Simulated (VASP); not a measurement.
A convergence study with VASP on NiO (rock salt, AFM-II order): one setting is varied, all else stays as given below, so the limit is that of these other settings.

```xyz
4
Lattice="4.1800 2.0900 2.0900 2.0900 4.1800 2.0900 2.0900 2.0900 4.1800" Properties=species:S:1:pos:R:3 pbc="T T T"
Ni     0.0000     0.0000     0.0000
Ni     4.1800     4.1800     4.1800
O      2.0900     2.0900     2.0900
O      6.2700     6.2700     6.2700
```
Starting moments (μB, in the order of the record's atoms Ni Ni O O): 2.0 -2.0 0.0 0.0.

Computed with PBE GGA, VASP's PBE PAW potentials (set 64) (plane waves; VASP). The tightest run used: 700 eV cut-off, 13×13×13 Γ-centred mesh, Gaussian smearing of 0.050 eV, potentials Ni O.

### Question
The settings run are 1×1×1 mesh; 2×2×2 mesh; 3×3×3 mesh; 4×4×4 mesh; 5×5×5 mesh; 6×6×6 mesh; 7×7×7 mesh; 8×8×8 mesh; 9×9×9 mesh; 10×10×10 mesh; 11×11×11 mesh; 12×12×12 mesh; 13×13×13 mesh. From which on does the energy per atom stay within 0.002 eV/atom of the tightest run?

### Answer
From 6×6×6 mesh on: it is off by 0.0002 there and by no more than 0.002 in any finer run, while 5×5×5 mesh is off by 0.0022.
```csv
setting,E (eV/atom),pressure (GPa),irreducible k-points,difference judged (eV/atom)
1×1×1 mesh,-4.9064,-15.19,1,0.9671
2×2×2 mesh,-5.7977,0.56,4,0.0758
3×3×3 mesh,-5.8771,0.97,6,0.0036
4×4×4 mesh,-5.8645,1.77,13,0.0090
5×5×5 mesh,-5.8713,1.40,19,0.0022
6×6×6 mesh,-5.8737,1.34,32,0.0002
7×7×7 mesh,-5.8736,1.38,44,0.0001
8×8×8 mesh,-5.8734,1.40,65,0.0001
9×9×9 mesh,-5.8735,1.40,85,0.0000
10×10×10 mesh,-5.8735,1.39,116,0.0000
11×11×11 mesh,-5.8735,1.39,146,0.0000
12×12×12 mesh,-5.8735,1.39,189,0.0000
13×13×13 mesh,-5.8735,1.39,231,0.0000
```

Left out are rungs that failed or repeat a setting and relaxations that didn't move; long series are thinned to 24 rows.

The compound is NiO in the rock salt, AFM-II order structure. The cell was not relaxed at this level.
